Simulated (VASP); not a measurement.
Level of theory: PBEsol GGA, VASP's PBE PAW potentials (set 64) (plane waves; VASP).

A VASP calculation is set up with these files.

POSCAR:
```
Ag
1.0
  0.0000000000   2.0859000000   2.0859000000
  2.0859000000   0.0000000000   2.0859000000
  2.0859000000   2.0859000000   0.0000000000
Ag
1
Direct
  0.0000000000   0.0000000000   0.0000000000
```

INCAR:
```
# general
SYSTEM  = Ag
PREC    = Accurate
ENCUT   = 400
LREAL   = .FALSE.
LASPH   = .TRUE.

# electronic loop
EDIFF   = 1E-6   # SCF stop (eV)
NELM    = 100   # most electronic steps
ALGO    = Normal
LMAXMIX = 4   # l cut-off of mixed one-centre charges

# smearing
ISMEAR  = 1
SIGMA   = 0.1   # width (eV)

# functional
GGA     = PS

# ions
ISIF    = 2   # forces and stress, cell fixed

# output
LWAVE   = .FALSE.
LCHARG  = .FALSE.
```

KPOINTS:
```
Automatic
0
Gamma
14 14 14
```

POTCAR, in this order: Ag (PBE.64 set). Program: vasp_std.

What VASP printed:

File OSZICAR:
```
       N       E                     dE             d eps       ncg     rms          rms(c)
DAV:   1     0.331234626625E+02    0.33123E+02   -0.49946E+03  2104   0.877E+02
DAV:   2    -0.332681779765E+01   -0.36450E+02   -0.33772E+02  1923   0.172E+02
DAV:   3    -0.359481021916E+01   -0.26799E+00   -0.26795E+00  2214   0.182E+01
DAV:   4    -0.359533175408E+01   -0.52153E-03   -0.52153E-03  2074   0.772E-01
DAV:   5    -0.359533544136E+01   -0.36873E-05   -0.36867E-05  2153   0.576E-02    0.477E+00
DAV:   6    -0.327742220015E+01    0.31791E+00   -0.16499E+00  1908   0.136E+01    0.293E+00
DAV:   7    -0.327017028044E+01    0.72519E-02   -0.64208E-03  2006   0.858E-01    0.169E+00
DAV:   8    -0.326682631743E+01    0.33440E-02   -0.63245E-04  1918   0.241E-01    0.566E-02
DAV:   9    -0.326683436543E+01   -0.80480E-05   -0.79098E-06  2176   0.243E-02    0.125E-02
DAV:  10    -0.326683810523E+01   -0.37398E-05   -0.18204E-06  2043   0.161E-02    0.450E-03
DAV:  11    -0.326683802789E+01    0.77341E-07   -0.41162E-08   973   0.224E-03
   1 F= -.32668380E+01 E0= -.32666009E+01  d E =-.711303E-03
```

**OUTCAR**
```
------------------------ aborting loop because EDIFF is reached ----------------------------------------
  FORCE on cell =-STRESS in cart. coord.  units (eV):
  Direction    XX          YY          ZZ          XY          YZ          ZX
  --------------------------------------------------------------------------------------
  Total       -0.9482852     -0.9482852     -0.9482852     -0.0000000      0.0000000     -0.0000000
  in kB      -83.7026326    -83.7026326    -83.7026326     -0.0000000      0.0000000     -0.0000000
  external PRESSURE =     -83.7026326 kB  Pullay stress =       0.0000000 kB
  volume of cell :       18.15
      direct lattice vectors                 reciprocal lattice vectors
     0.000000000  2.085900000  2.085900000    -0.239704684  0.239704684  0.239704684
     2.085900000  0.000000000  2.085900000     0.239704684 -0.239704684  0.239704684
     2.085900000  2.085900000  0.000000000     0.239704684  0.239704684 -0.239704684
 POSITION                                       TOTAL-FORCE (eV/Angst)
 -----------------------------------------------------------------------------------
      0.00000      0.00000      0.00000         0.000000      0.000000      0.000000
 -----------------------------------------------------------------------------------
    total drift:                               -0.000000     -0.000000     -0.000000
  FREE ENERGIE OF THE ION-ELECTRON SYSTEM (eV)
  ---------------------------------------------------
  free  energy   TOTEN  =        -3.2668380279 eV

  energy  without entropy=       -3.2661267245  energy(sigma->0) =       -3.26660093
```
(Selected blocks of OUTCAR.)

The compound is Ag in the fcc structure. The cell was not relaxed at this level. The run is one of a series of settings (GGA = PS against the base run), some of them coarse on purpose.
